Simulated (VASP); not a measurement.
Given:

```xyz
2
Lattice="0.0000 2.8290 2.8290 2.8290 0.0000 2.8290 2.8290 2.8290 0.0000" Properties=species:S:1:pos:R:3 pbc="T T T"
Ge     0.0000     0.0000     0.0000
Ge     1.4145     1.4145     1.4145
```

Level of theory: PW91 GGA, VASP's PBE PAW potentials (set 64) (plane waves; VASP). Settings: 520 eV cut-off, 7×7×7 Γ-centred mesh, Gaussian smearing of 0.050 eV, potentials Ge_d.

Energy and stress use the plane-wave basis of the starting cell.

**Question.** The ions, cell shape and volume are relaxed. Which structure does the run end with?

**Answer.** 
```xyz
2
Lattice="0.0000 2.8770 2.8770 2.8770 0.0000 2.8770 2.8770 2.8770 0.0000" Properties=species:S:1:pos:R:3 pbc="T T T"
Ge     0.0000     0.0000     0.0000
Ge     1.4385     1.4385     1.4385
```
Space group Fd-3m (227), at a tolerance of 0.03 Å.

**Question.** How do energy and volume change from the first to the last step?

**Answer.** The energy (σ→0) changes by -12.9 meV/atom and the volume by +5.2 %, in 5 ionic steps.

The compound is Ge in the diamond structure. This run relaxes it. Symmetry was kept, so distortions that lower it aren't found.
